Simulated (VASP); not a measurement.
The system is InSb.

```
In Sb
1.0
     0.00000    3.26061    3.26061
     3.26061    0.00000    3.26061
     3.26061    3.26061    0.00000
In Sb
1 1
Direct
  0.25000 0.25000 0.25000
  0.00000 0.00000 0.00000
```

The cell is a database's computed one.

Program: VASP 6.6.1. Alike in all runs: task band structure; potentials or basis VASP PAW PBE potentials, release 64 (In_d, Sb); cell as given; cutoff (eV) 520; smearing gaussian 0.02 eV. Hardware: 4 MPI ranks on Intel(R) Xeon(R) 6975P-C (Granite Rapids), on a shared host.

Order these runs on this cell by their wall time, lowest first.
A. level HSE06; spin non-collinear, zero start, SOC; k mesh 4 × 4 × 4; grid for exact exchange (PRECFOCK) Fast; screening parameter 0.2 1/A; mesh quality coarse
B. level PBEsol; spin off; k mesh 9 × 9 × 9; mesh quality not flagged
C. level HSE06; spin off; k mesh 5 × 5 × 5; grid for exact exchange (PRECFOCK) Fast; screening parameter 0.2 1/A; mesh quality not flagged
D. level PBEsol; spin non-collinear, zero start, SOC; k mesh 9 × 9 × 9; mesh quality not flagged

B (30 s), D (190 s), C (1400 s), A (3800 s).

Caveats: some runs use coarse meshes.
